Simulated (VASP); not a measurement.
Input:

```
AlRu
1.0
    2.96660     0.00000     0.00000
    0.00000     2.96660     0.00000
    0.00000     0.00000     2.96660
Al Ru
1 1
Direct
  0.50000   0.50000   0.50000
  0.00000   0.00000   0.00000
```

Method: SCAN meta-GGA, VASP's PBE PAW potentials (set 64) (plane waves; VASP). Run with 520 eV cut-off, 14×14×14 Γ-centred mesh, tetrahedra with Blöchl corrections, potentials Al Ru_pv.

Problem. Give the energies of bands 4 to 11 at the high-symmetry points, in eV from the Fermi level.

Solution. 
```json
[
 {"band": "4", "Γ": "-10.32", "X": "-6.32", "M": "-6.41", "R": "-5.02"},
 {"band": "5", "Γ": "-3.79", "X": "-5.67", "M": "-3.28", "R": "-5.02"},
 {"band": "6", "Γ": "-3.79", "X": "-2.89", "M": "-1.45", "R": "-5.02"},
 {"band": "7", "Γ": "0.21", "X": "-1.74", "M": "-1.45", "R": "2.02"},
 {"band": "8", "Γ": "0.21", "X": "-1.73", "M": "-1.28", "R": "2.03"},
 {"band": "9", "Γ": "0.21", "X": "0.49", "M": "-1.28", "R": "3.36"},
 {"band": "10", "Γ": "6.61", "X": "2.70", "M": "1.92", "R": "4.27"},
 {"band": "11", "Γ": "6.61", "X": "7.88", "M": "5.77", "R": "4.27"}
]
```

It has no gap at this level: it comes out as a metal or semimetal.

The compound is RuAl in the CsCl type structure. It was relaxed first. The electron count is odd and the run is not spin-polarised, which forces a metal.
